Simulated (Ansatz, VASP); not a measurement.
**GaCuSe2: VASP beside Ansatz**

One calculation is typed for both programs; each brings its own data sets. How far apart do they land? The cell is taken from a series of runs on this material, whose earlier steps may have relaxed, scaled, displaced or heated it; both programs get it as it stands.

Method: plane waves, with VASP 6.6.1 beside it; single point at PBE, in Ansatz 0.2.0.

### 1. Starting point

The structure is tetragonal, space group I-42d (No. 122). Conventional cell: a = 5.673 Å, b = 5.673 Å, c = 11.261 Å, α = 90.00°, β = 90.00°, γ = 90.00°. Ga has 4 Se at 2.47 Å nearest. Cu has 4 Se at 2.43 Å nearest. Nearest to Se lie 2 Cu at 2.43 Å and 2 Ga at 2.47 Å. Farther neighbours and most contacts between anions are not listed.

### 2. Ansatz: single point, PBE

Ansatz runs on its PAW soft_1 files.

With cell and atoms fixed, the geometry can't cause a difference; cores, projectors, grids and the points listed under the comparison can.

input.yaml reads:

```yaml
crystal:
  lattice:
    - [-2.8363570828, 2.8363570828, 5.6306844839]
    - [2.8363570828, -2.8363570828, 5.6306844839]
    - [2.8363570828, 2.8363570828, -5.6306844839]
  atoms:
    - { symbol: Ga, position: [0.5, 0.5, 0.0] }
    - { symbol: Ga, position: [0.25, 0.75, 0.5] }
    - { symbol: Cu, position: [0.0, 0.0, 0.0] }
    - { symbol: Cu, position: [0.75, 0.25, 0.5] }
    - { symbol: Se, position: [0.375, 0.3687660158, 0.4937660158] }
    - { symbol: Se, position: [0.6312339842, 0.125, 1.0062339842] }
    - { symbol: Se, position: [0.875, 0.8812339842, 0.5062339842] }
    - { symbol: Se, position: [0.1187660158, 0.625, -0.0062339842] }
kpoints:
  mp_grid: { grid: [6, 6, 6] }
  band_path:
    path:
      - [[0.0, 0.0, 0.0], [0.0, 0.0, 0.5], [0.25, 0.25, 0.25], [0.0, 0.5, 0.0], [0.0, 0.0, 0.0], [0.5, 0.5, -0.5], [0.31492883, 0.68507117, -0.31492883]]
      - [[-0.31492883, 0.31492883, 0.31492883], [0.0, 0.0, 0.0]]
      - [[0.0, 0.0, 0.5], [-0.12985765, 0.12985765, 0.5]]
      - [[0.5, 0.5, -0.12985765], [0.5, 0.5, -0.5]]
    npoints: 10
hamiltonian:
  xc: pbe
  pseudopotentials: { kind: paw, azcp: { folder: soft_1 } }
scf:
  occupations: { method: fermi_dirac, width: 0.02 }
  n_extra_bands: 6
output:
  eigenvalues: true
  forces: true
  stress: true
  write_density: true
  write_potential: true
  elf: true
  volumetric_format: npy
```

Started as:

```console
> ansatz run input.yaml --threads 3 --pin off --max-ram 92160MiB --backend cuda --events-out ev --progress --plain --runs-dir out --devices 1 --max-vram 13GiB
```

Numbers of over 12 decimals in the logs are rounded to 6 here.

The log of the run:

```text
scf.n_extra_bands = 6 over 64 filled bands (N_el = 128.0): the run solves 70 bands
GPUs: using 1 of 1 available (devices: 1).
Engine: ansatz 0.2.0, x86_64-unknown-linux-gnu
Pseudopotentials: kind: paw
Pseudopotential: Ga, paw, valence charge 13, recommended cutoff 420 eV (normal), soft_1/Ga.paw.azcp
Pseudopotential: Cu, paw, valence charge 19, recommended cutoff 420 eV (normal), soft_1/Cu.paw.azcp
Pseudopotential: Se, paw, valence charge 16, recommended cutoff 420 eV (normal), soft_1/Se.paw.azcp
Functional definition: PBE
  parameter kappa = 0.804
  parameter beta = 0.066725
  exchange = pbe_x(kappa = kappa, mu = beta*pi^2/3)
  correlation = pbe_c(beta = beta)
device memory: the entry about to start is reckoned to put 5.8 GiB on a device that reports 58.9 GiB free (of which the cap on the GPU budget leaves the run 13.0 GiB)
GPU FFT provider: cuFFT
GPU libraries: cuBLAS 13.8.2, cuFFT 12.4.0, cuSOLVER 12.3.4
Crystal: 8 atoms, lattice volume = 181.194 Å³
Basis set: ecut = 420 eV, 3547 PW (Γ), exchange–correlation on 96×96×96 points (8 copies of the dense FFT grid, shifted against one another)
Bands: 70, of which v1, the nominal top of the filled ones, is band 64 counted from 1 (63 counted from 0)
Symmetry: 8 space group operations
Space group: I-42d (ITA 122), of the structure as read, at distance tolerance 5.7e-5 Å
k-points: 30 of 216 (time reversal used)
Non-local potential: Ga, projectors of the file, l = 0: 2, l = 1: 2, l = 2: 3, l = 3: 1
Non-local potential: Cu, projectors of the file, l = 0: 3, l = 1: 2, l = 2: 3, l = 3: 1
Non-local potential: Se, projectors of the file, l = 0: 2, l = 1: 2, l = 2: 3, l = 3: 1
PAW form: soft (Blöchl's): semilocal exchange-correlation on the pseudo side does not see the compensation charge
PAW one-centre angular grid: Ga, 590 points (default); XC on 64 Gauss nodes
PAW one-centre angular grid: Cu, 590 points (default); XC on 64 Gauss nodes
PAW one-centre angular grid: Se, 590 points (default); XC on 64 Gauss nodes
Initial density: superposition of atomic densities (chi_scale 0.1, normalization cell, long waves kept (reshape's long-wave potential 0.00 eV rms))
Initial wavefunctions: pseudopotential atomic-orbital guess
GPU buffer pool allocated for 110592 grid points (all kernels)
GPU transforms: local potential and band sums: pruned to the plane-wave sphere, on 48×48×48
Functional: x = pbe(κ = 0.804, μ = 0.219515), c = pbe(β = 0.066725)
SCF iter   1: F=—  HF=-42697.760151 eV  |F-HF|=—  |Δ(HF+E_count)|=         —  Δρ=5.61e-2  dr2=4.27e0  ethr=3.10e-3  ⟨swp⟩=5.5  Hψ=7223  notcnv=0
preconditioner: auto → Resta (q_TF=auto, 2.575 Å⁻¹)  ε∞=5.4  [insulator: Δε(μ)=0.317 eV  Ē_g=11.202 eV  σ=0.020 eV  W_gap=1.00  n_scr=60 (ndim 8)  ℏωp=23.4 eV  f_vac=0.070  D(μ)=0.00/eV (n_scr^D=0)  ε∞_Penn≈5.4]
SCF iter   2: F=—  HF=-42696.996816 eV  |F-HF|=—  |Δ(HF+E_count)|=   7.63e-1  Δρ=4.40e-2  dr2=1.88e0  ethr=3.10e-3  ⟨swp⟩=2.9  Hψ=4293  notcnv=0  defer=48
SCF iter   3: F=—  HF=-42696.801217 eV  |F-HF|=—  |Δ(HF+E_count)|=   1.96e-1  Δρ=2.47e-2  dr2=8.74e-1  ethr=1.47e-3  ⟨swp⟩=2.0  Hψ=4630  notcnv=0  defer=50
SCF iter   4: F=—  HF=-42696.589600 eV  |F-HF|=—  |Δ(HF+E_count)|=   2.12e-1  Δρ=8.06e-3  dr2=7.93e-2  ethr=6.83e-4  ⟨swp⟩=2.0  Hψ=3043  notcnv=0  defer=49
SCF iter   5: F=—  HF=-42696.596792 eV  |F-HF|=—  |Δ(HF+E_count)|=   7.19e-3  Δρ=3.65e-3  dr2=1.70e-2  ethr=6.20e-5  ⟨swp⟩=2.6  Hψ=3295  notcnv=0  defer=49
SCF iter   6: F=—  HF=-42696.593882 eV  |F-HF|=—  |Δ(HF+E_count)|=   2.91e-3  Δρ=1.21e-3  dr2=3.09e-3  ethr=1.33e-5  ⟨swp⟩=2.0  Hψ=3262  notcnv=0  defer=49
SCF iter   7: F=—  HF=-42696.595744 eV  |F-HF|=—  |Δ(HF+E_count)|=   1.86e-3  Δρ=6.54e-4  dr2=8.27e-4  ethr=2.42e-6  ⟨swp⟩=3.0  Hψ=3797  notcnv=0  defer=49
SCF iter   8: F=—  HF=-42696.595093 eV  |F-HF|=—  |Δ(HF+E_count)|=   6.52e-4  Δρ=4.87e-4  dr2=2.60e-4  ethr=6.46e-7  ⟨swp⟩=2.0  Hψ=3836  notcnv=0  defer=49
SCF iter   9: F=—  HF=-42696.595445 eV  |F-HF|=—  |Δ(HF+E_count)|=   3.52e-4  Δρ=1.06e-4  dr2=1.29e-5  ethr=2.03e-7  ⟨swp⟩=2.0  Hψ=2596  notcnv=0  defer=49
SCF iter  10: F=—  HF=-42696.595602 eV  |F-HF|=—  |Δ(HF+E_count)|=   1.58e-4  Δρ=1.28e-5  dr2=2.74e-7  ethr=1.01e-8  ⟨swp⟩=2.0  Hψ=2859  notcnv=0  defer=49
SCF iter  11: F=-42696.595603 eV  HF=-42696.595603 eV  |F-HF|=1.03e-8  |Δ(HF+E_count)|=   6.83e-7  Δρ=4.72e-6  dr2=3.20e-8  ethr=7.81e-11  ⟨swp⟩=14.0  Hψ=20552  notcnv=0
SCF 1 converged in 11 iterations: F = -42696.595603 eV  dr2 = 3.20e-8
  greatest PAW one-centre occupation: 1.000 electrons in one spin orbital (limit 2), on the Se atom at site 6 (counted from 0), in its partial waves of l = 2
device memory: the entry about to start is reckoned to put 4.5 GiB on a device that reports 56.7 GiB free (of which the cap on the GPU budget leaves the run 13.0 GiB)
NSCF: frozen V_eff on 94 k-points
SCF converged after 11 iterations
Free energy (F): -42696.595603 eV
Harris-Foulkes:  -42696.595603 eV  (|F-HF|=1.03e-8)
Internal energy: -42696.595299 eV  (E = F + TS)
E sigma→0 (E₀):  -42696.595451 eV
Entropy (-TS):   -0.000304 eV (-0.038 meV/atom)
Fermi energy:    7.992946 eV
--- Per-component energies (eV) ---
  E_band       = -2714.697134
  E_kinetic    = 1185.119081
  E_local      = -26051.050346  (includes V_loc(G=0)·N_el)
  E_nonlocal   = 193.258716
  E_hartree    = 12836.838949
  E_xc         = -601.414740
  E_vxc        = -646.826917  (∫ρ·V_xc dr)
  E_paw        = -16144.486354  (= ΣΔE_a)
  E_vpaw       = -3068.852672  (= ΣTr[D̂ρ^β])
  E_aug_tail   = 0.000124  (compensation charges beyond the density's cutoff)
  E_ewald      = -14114.860729
  E_smearing   = -0.000304  (= −TS)
  E_closure    = -0.000000  (closes the sum)
  Σ components = -42696.595603   (vs F -42696.595603, Δ=0.00e0)
--- Forces (eV/Å), atoms counted from 1 ---
  atom   1  Ga     0.00000000    -0.00000000    -0.00000000
  atom   2  Ga     0.00000000     0.00000000    -0.00000000
  atom   3  Cu     0.00000000    -0.00000000     0.00000000
  atom   4  Cu     0.00000000    -0.00000000     0.00000000
  atom   5  Se     0.00046108     0.00000000    -0.00000000
  atom   6  Se    -0.00000000    -0.00046108    -0.00000000
  atom   7  Se    -0.00046108    -0.00000000    -0.00000000
  atom   8  Se     0.00000000     0.00046108    -0.00000000
  max |Σ_I F_I| component: 2.06e-17 eV/Å
--- Stress (GPa, compression-positive) ---
       -0.009968       0.000000      -0.000000
        0.000000      -0.009968       0.000000
        0.000000       0.000000      -0.005077
  P = ⅓ Tr σ = -0.0083 GPa (-0.083 kbar)
--- Band table (eV; the first three rows and the last of 30) ---
  k-point 0: bands = [... 60 lower, 6.4907, 7.8993, 7.8993, 7.9877, 7.9949, 9.9609, 10.0899, 11.8951, ... 2 higher]
  k-point 1: bands = [... 60 lower, 6.6164, 6.8774, 7.6589, 7.8342, 9.1355, 10.0843, 10.9132, 11.6035, ... 2 higher]
  k-point 2: bands = [... 60 lower, 6.7990, 6.8360, 7.3371, 7.6698, 9.5108, 9.7230, 11.1217, 11.3472, ... 2 higher]
  k-point 29: bands = [... 60 lower, 6.8395, 6.8395, 7.1323, 7.1323, 9.6783, 9.6783, 9.9536, 9.9536, ... 2 higher]
```

### 3. VASP: single point, PBE

The same cell, functional, mesh and smearing now go to VASP, with its own data sets.

Lines of VASP's logs that name or quote its potential files are left out, and so is its time.

INCAR reads:

```
SYSTEM = GaCuSe2
PREC = Accurate
ENCUT = 600
EDIFF = 1E-06
NELM = 120
ISMEAR = -1
SIGMA = 0.02
LREAL = .FALSE.
ALGO = Normal
GGA = PE
NBANDS = 44
LASPH = .TRUE.
LORBIT = 11
LWAVE = .FALSE.
LCHARG = .FALSE.
ISIF = 2
GGA_COMPAT = .FALSE.
KPAR = 2
```

POSCAR reads:

```
GaCuSe2
1.0
   -2.8363570828      2.8363570828      5.6306844839
    2.8363570828     -2.8363570828      5.6306844839
    2.8363570828      2.8363570828     -5.6306844839
Ga Cu Se
2 2 4
Direct
    0.5000000000      0.5000000000      0.0000000000
    0.2500000000      0.7500000000      0.5000000000
    0.0000000000      0.0000000000      0.0000000000
    0.7500000000      0.2500000000      0.5000000000
    0.3750000000      0.3687660158      0.4937660158
    0.6312339842      0.1250000000      0.0062339842
    0.8750000000      0.8812339842      0.5062339842
    0.1187660158      0.6250000000      0.9937660158
```

KPOINTS reads:

```
Automatic mesh
0
Gamma
6 6 6
0 0 0
```

The projector-augmented-wave data sets are Ga_d, Cu and Se (PBE family, release 64).

Started as:

```console
> mpirun -np 2 vasp_std
```

The log of the run:

```text
[banner, memory and clock lines left out]
running    2 mpi-ranks, on    1 nodes
 distrk:  each k-point on    1 cores,    2 groups
 distr:  one band on    1 cores,    1 groups

 POSCAR found type information on POSCAR GaCuSe
 POSCAR found :  3 types and       8 ions
 LDA part: xc-table for (Slater+PW92), standard interpolation
 POSCAR, INCAR and KPOINTS ok, starting setup
 FFT: planning ... GRIDC
 FFT: planning ... GRID_SOFT
 FFT: planning ... GRID
 WAVECAR not read
 entering main loop
       N       E                     dE             d eps       ncg     rms          rms(c)
DAV:   1     0.740834425303E+03    0.74083E+03   -0.34199E+04  2740   0.237E+03
DAV:   2     0.107884803508E+03   -0.63295E+03   -0.61400E+03  2664   0.600E+02
DAV:   3    -0.216944973252E+02   -0.12958E+03   -0.12600E+03  3268   0.224E+02
DAV:   4    -0.323435663857E+02   -0.10649E+02   -0.10495E+02  3672   0.621E+01
DAV:   5    -0.326965304091E+02   -0.35296E+00   -0.35156E+00  3700   0.122E+01    0.117E+01
DAV:   6    -0.329132077583E+02   -0.21668E+00   -0.32319E+01  3740   0.890E+01    0.894E+00
DAV:   7    -0.310331744309E+02    0.18800E+01   -0.76842E+00  3452   0.666E+01    0.359E+00
DAV:   8    -0.312310418280E+02   -0.19787E+00   -0.35880E+00  4028   0.224E+01    0.297E+00
DAV:   9    -0.311257904994E+02    0.10525E+00   -0.96843E-01  3724   0.167E+01    0.501E-01
DAV:  10    -0.311269949946E+02   -0.12045E-02   -0.61101E-02  3740   0.419E+00    0.197E-01
DAV:  11    -0.311281199022E+02   -0.11249E-02   -0.12632E-02  4084   0.161E+00    0.135E-01
DAV:  12    -0.311279134816E+02    0.20642E-03   -0.16761E-03  3872   0.736E-01    0.283E-02
DAV:  13    -0.311279383954E+02   -0.24914E-04   -0.21254E-04  3744   0.938E-02    0.117E-02
DAV:  14    -0.311279487354E+02   -0.10340E-04   -0.62055E-05  3568   0.126E-01    0.154E-02
DAV:  15    -0.311279448148E+02    0.39206E-05   -0.19070E-05  3124   0.797E-02    0.465E-03
DAV:  16    -0.311279449601E+02   -0.14530E-06   -0.37012E-06  2828   0.228E-02
   1 F= -.31127945E+02 E0= -.31127801E+02  d E =-.288024E-03
```

Parts of OUTCAR (step 3):

```text
ion  position               nearest neighbor table
   1  0.500  0.500  0.000-   8 2.47   6 2.47   7 2.47   5 2.47
   2  0.250  0.750  0.500-   5 2.47   6 2.47   7 2.47   8 2.47
   3  0.000  0.000  0.000-   7 2.43   6 2.43   5 2.43   8 2.43
   4  0.750  0.250  0.500-   6 2.43   5 2.43   7 2.43   8 2.43
   5  0.375  0.369  0.494-   3 2.43   4 2.43   2 2.47   1 2.47
   6  0.631  0.125  0.006-   4 2.43   3 2.43   1 2.47   2 2.47
   7  0.875  0.881  0.506-   3 2.43   4 2.43   2 2.47   1 2.47
   8  0.119  0.625  0.994-   3 2.43   4 2.43   1 2.47   2 2.47

  LATTYP: Found a body centered tetragonal cell.
 ALAT       =     5.6727141656
 C/A-ratio  =     1.9851818088

 Subroutine GETGRP returns: Found  8 space group operations
 (whereof  4 operations were pure point group operations)

The static configuration has the point symmetry S_4 .
 The point group associated with its full space group is D_2d.

 Found     30 irreducible k-points:

   k-points           NKPTS =     30   k-points in BZ     NKDIM =     30   number of bands    NBANDS=     44

   dimension x,y,z NGX =    56 NGY =   56 NGZ =   56
   dimension x,y,z NGXF=   112 NGYF=  112 NGZF=  112

   ENCUT  =  600.0 eV  44.10 Ry    6.64 a.u.  13.81 13.81 13.81*2*pi/ulx,y,z

   NELECT =      72.0000    total number of electrons

 k-points in reciprocal lattice and weights: Automatic mesh
   0.00000000  0.00000000  0.00000000       0.005
   0.16666667  0.00000000  0.00000000       0.037
   0.33333333  0.00000000  0.00000000       0.037
   0.50000000  0.00000000 -0.00000000       0.019
   0.16666667  0.16666667  0.00000000       0.037
   0.33333333  0.16666667  0.00000000       0.074
   0.50000000  0.16666667  0.00000000       0.074
  -0.33333333  0.16666667  0.00000000       0.074
  -0.16666667  0.16666667  0.00000000       0.019
[...]
-0.33333333 -0.33333333  0.33333333       0.009
   0.50000000  0.50000000  0.50000000       0.005

 average (electrostatic) potential at core
       1 -67.2542       2 -67.2542       3 -66.7747       4 -66.7747       5 -55.0037
       6 -55.0037       7 -55.0037       8 -55.0037

 E-fermi :   3.6731

 k-point     1 :       0.0000    0.0000    0.0000
  band No.  band energies     occupation
    ...
     33       2.1552      2.00000
     34       3.5718      1.98742
     35       3.5718      1.98742
     36       3.6664      1.16606
     37       3.6775      0.88909
     38       5.6427      0.00000
     39       5.7698      0.00000
     40       7.5758      0.00000
     41       7.5758      0.00000
     42       7.9447      0.00000
    ...

 k-point     2 :       0.1667    0.0000    0.0000
  band No.  band energies     occupation
    ...
     32       2.1780      2.00000
     33       2.2111      2.00000
     34       2.7802      2.00000
     35       3.3415      2.00000
     36       3.5460      1.99652
     37       4.6596      0.00000
     38       5.9394      0.00000
     39       6.0821      0.00000
     40       7.1110      0.00000
     41       7.3255      0.00000
    ...

 k-point     3 :       0.3333    0.0000    0.0000
  band No.  band energies     occupation
    ...
     32       2.2068      2.00000
     33       2.3016      2.00000
     34       2.5706      2.00000
     35       2.8598      2.00000
     36       3.3069      2.00000
     37       5.3511      0.00000
     38       5.9691      0.00000
     39       6.8864      0.00000
     40       7.1338      0.00000
     41       7.1899      0.00000
    ...

  Total        0.1810501      0.1810501      0.1781876      0.0000000      0.0000000      0.0000000
  in kB        1.6009080      1.6009080      1.5755963      0.0000000      0.0000000      0.0000000
  external PRESSURE =       1.5924708 kB  Pullay stress =       0.0000000 kB

  energy-cutoff  :      600.00
  volume of cell :      181.19
      direct lattice vectors                 reciprocal lattice vectors
    -2.836357083  2.836357083  5.630684484     0.000000000  0.176282459  0.088799151
     2.836357083 -2.836357083  5.630684484     0.176282459  0.000000000  0.088799151
     2.836357083  2.836357083 -5.630684484     0.176282459  0.176282459  0.000000000

 POSITION                                       TOTAL-FORCE (eV/Angst)
 -----------------------------------------------------------------------------------
      0.00000      0.00000      5.63068         0.000000      0.000000     -0.000000
      2.83636     -0.00000      2.81534         0.000000      0.000000     -0.000000
      0.00000      0.00000      0.00000         0.000000      0.000000     -0.000000
     -0.00000      2.83636      2.81534        -0.000000      0.000000      0.000000
      1.38281      1.41818      1.40767         0.014500      0.000000      0.000000
     -1.41818      1.45354      4.22301        -0.000000     -0.014500     -0.000000
      1.45354      1.41818      7.03836        -0.014500      0.000000     -0.000000
      4.25454      1.38281     -1.40767         0.000000      0.014500      0.000000
 -----------------------------------------------------------------------------------
    total drift:                               -0.000001     -0.000001     -0.000001

  FREE ENERGIE OF THE ION-ELECTRON SYSTEM (eV)
  ---------------------------------------------------
  free  energy   TOTEN  =       -31.1279449601 eV

  energy  without entropy=      -31.1276569363  energy(sigma->0) =      -31.12780095

 total charge
# of ion       s       p       d       tot
------------------------------------------
    1        0.877   0.678  10.010  11.565
    2        0.877   0.678  10.010  11.565
    3        0.362   0.326   9.271   9.959
    4        0.362   0.326   9.271   9.959
    5        1.448   2.365   0.045   3.858
    6        1.448   2.365   0.045   3.858
    7        1.448   2.365   0.045   3.858
    8        1.448   2.365   0.045   3.858
--------------------------------------------------
tot          8.270  11.466  38.743  58.479

[... 3 further parts left out ...]
```

This run has no spin polarisation, so a moment on Cu, if there is one, isn't seen.

### 4. Differences

Known differences besides the potentials themselves: the data sets hold 128 valence electrons in Ansatz (on its PAW soft_1 files) and 72 in VASP; the cutoff is 420 eV in Ansatz and 600 eV in VASP. Total energies have different zeros and are not compared.

Compared:

| quantity | Ansatz | VASP | difference |
| --- | --- | --- | --- |
| pressure (GPa) | -0.01 | 0.16 | -0.17 |

At this near-relaxed geometry the largest component of a force difference is 14 meV/Å.

### 5. Outcome

```
difference in pressure (single point, PBE) : -0.17 GPa
```

**Reading.** The difference in pressure is -0.17 GPa (single point, PBE), within the 1 GPa picked in this series as the mark of a large difference. The data sets hold unlike numbers of valence electrons (128 in Ansatz and 72 in VASP), so part of the differences comes from the potentials. Such differences can come from data sets, numerical settings and the points named under the comparisons, not from the functional's error against experiment.

[Lines on the potential files, build, host, timing and source positions are cut from VASP's logs without a mark.]

[Logs are printed without paths, hosts, clocks, repeated set-up lines and the standing remarks that a program may print on its own settings, such as how far it seeks lower states.]

[Hosts, paths, dates, database ids (printed as entryN), source tags and the programs' standing remarks are cut or masked in the printed files.]
